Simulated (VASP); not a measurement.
Set up this calculation in VASP 6.6.1, as the native input.

| Property | Result |
| --- | --- |
| Task | density of states |
| Functional | PBE |
| Potentials or basis | VASP PAW PBE potentials, release 64 (Hf_pv, Si, O) |
| Cutoff | 520 eV |
| k mesh | 6 × 6 × 6 |
| Occupations | gaussian, width 0.03 eV |
| Spin | no spin polarisation |
| k mesh for the DOS | 9 × 9 × 9 |
| Occupations for the DOS | tetrahedron |
| Further INCAR settings | ALGO = Fast; EDIFF = 1e-06 |

The system is HfSiO4.

```
Hf Si O
1.0
    -3.31045    3.31045    3.00290
     3.31045   -3.31045    3.00290
     3.31045    3.31045   -3.00290
Hf Si O
2 2 8
Cartesian
  0.0000 6.6209 0.0000
  0.0000 3.3104 1.5015
  3.3104 3.3104 0.0000
  3.3104 0.0000 1.5015
  3.3104 2.0873 -1.0907
  0.0000 1.2232 1.9122
  3.3104 -1.2232 2.5921
  3.3104 1.2232 2.5921
  1.2232 0.0000 4.0936
  2.0873 3.3104 1.0907
  2.0873 0.0000 0.4108
  4.5336 0.0000 0.4108
```

The cell was built by a generator and needn't be a form met in nature.

One way to write it, as run:

POSCAR

```
HfSiO4                                  
1.0
   -3.3104463372      3.3104463372      3.0029049590
    3.3104463372     -3.3104463372      3.0029049590
    3.3104463372      3.3104463372     -3.0029049590
  Hf              Si              O             
     2     2     8
Direct
     1.0000000000000000    0.0000000000000000    1.0000000000000000
     0.7500000000000000    0.2500000000000000    0.5000000000000000
     0.5000000000000000    0.5000000000000000    1.0000000000000000
     0.2500000000000000    0.7500000000000000    0.5000000000000000
     0.1336535567273426    0.3184000055006448    0.8152535512266977
     0.5031464542739399    0.3184000055006448    0.1847464487733022
     0.2468535457260601    0.9315999944993553    0.3152535512266977
     0.6163464432726574    0.9315999944993553    0.6847464487733023
     0.6815999944993553    0.8663464432726574    0.1847464487733022
     0.6815999944993553    0.4968535457260601    0.8152535512266977
     0.0684000055006448    0.3836535567273425    0.3152535512266977
     0.0684000055006448    0.7531464542739399    0.6847464487733023
```

INCAR.step1

```
SYSTEM = HfSiO4
PREC     = Accurate       ! precision mode
ENCUT    = 520            ! plane-wave cutoff, eV
EDIFF    = 1E-6           ! SCF threshold, eV
ISMEAR   = 0              ! smearing method
SIGMA    = 0.03           ! smearing width, eV
LREAL    = .FALSE.        ! projectors in reciprocal space
LASPH    = .TRUE.         ! aspherical terms in the spheres
NELM     = 80             ! most SCF steps
ALGO     = Fast           ! electronic algorithm
ISIF     = 2              ! what is computed and relaxed
LWAVE    = .FALSE.        ! write WAVECAR
LCHARG   = .TRUE.         ! write CHGCAR
LMAXMIX  = 4              ! l up to which the mixer works
GGA      = PE             ! functional
```

KPOINTS.step1

```
regular mesh
0
G
  6 6 6
  0 0 0
```

INCAR.step2

```
SYSTEM = HfSiO4
PREC     = Accurate       ! precision mode
ENCUT    = 520            ! plane-wave cutoff, eV
EDIFF    = 1E-6           ! SCF threshold, eV
ISMEAR   = -5             ! smearing method
SIGMA    = 0.03           ! smearing width, eV
LREAL    = .FALSE.        ! projectors in reciprocal space
LASPH    = .TRUE.         ! aspherical terms in the spheres
NELM     = 80             ! most SCF steps
ALGO     = Fast           ! electronic algorithm
ISIF     = 2              ! what is computed and relaxed
LWAVE    = .FALSE.        ! write WAVECAR
LCHARG   = .FALSE.        ! write CHGCAR
LMAXMIX  = 4              ! l up to which the mixer works
GGA      = PE             ! functional
LORBIT   = 11             ! projections on sites
NEDOS    = 1001           ! points of the DOS
ICHARG   = 11             ! starting density
```

KPOINTS.step2

```
regular mesh
0
G
  9 9 9
  0 0 0
```

Potentials or basis: VASP PAW PBE potentials, release 64 (Hf_pv, Si, O).

Launch:

```sh
$ cat potpaw_PBE.64/Hf_pv/POTCAR potpaw_PBE.64/Si/POTCAR potpaw_PBE.64/O/POTCAR > POTCAR
$ cp INCAR.step1 INCAR
$ cp KPOINTS.step1 KPOINTS
$ mpirun -np 1 vasp_std > vasp.out
$ cp INCAR.step2 INCAR
$ cp KPOINTS.step2 KPOINTS
$ mpirun -np 1 vasp_std > vasp.out
```

It gave:

```yaml
Valence_electrons_inside_the_program's_atomic_spheres: Hf 8.20; Si 1.66; O 5.16
```

Wall time 9.1 min on 1 thread of Intel(R) Xeon(R) 6975P-C (Granite Rapids), with other jobs on the host, peak memory 0.48 GiB.
